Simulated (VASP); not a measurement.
Consider the following.

```
GaAs
1.0
    0.00000     2.90449     2.90449
    2.90449     0.00000     2.90449
    2.90449     2.90449     0.00000
Ga As
1 1
Direct
  0.00000   0.00000   0.00000
  0.25000   0.25000   0.25000
```

These are RPBE GGA, VASP's PBE PAW potentials (set 64) (plane waves; VASP) values and carry that method's errors. Run with 520 eV cut-off, 11×11×11 Γ-centred mesh, first-order Methfessel-Paxton smearing of 0.10 eV, potentials Ga_d As.

Give the energy at these volumes per atom, relative to the lowest: 23.03, 23.76, 24.50, 25.23, 25.97 Å³.

17.0, 4.0, 0.0, 3.5, 13.4 meV/atom. A third-order Birch-Murnaghan fit gives B0 = 54.6 GPa and B0′ = 4.9.

Measured: bulk modulus 76.7 GPa at 0 K (computed value off by -28.8 %), as given by Daniel Mejia-Rodriguez et al., Physical Review B (2018), arXiv:1807.09216 [0 K value with the zero-point phonon effect removed]; a 5.640 Å at 0 K (computed value off by +3.0 %), as given by Daniel Mejia-Rodriguez et al., Physical Review B (2018), arXiv:1807.09216 [static lattice: zero-point anharmonic expansion removed].

The compound is GaAs in the zinc blende structure. It was relaxed first, which changed the volume by +9 %.
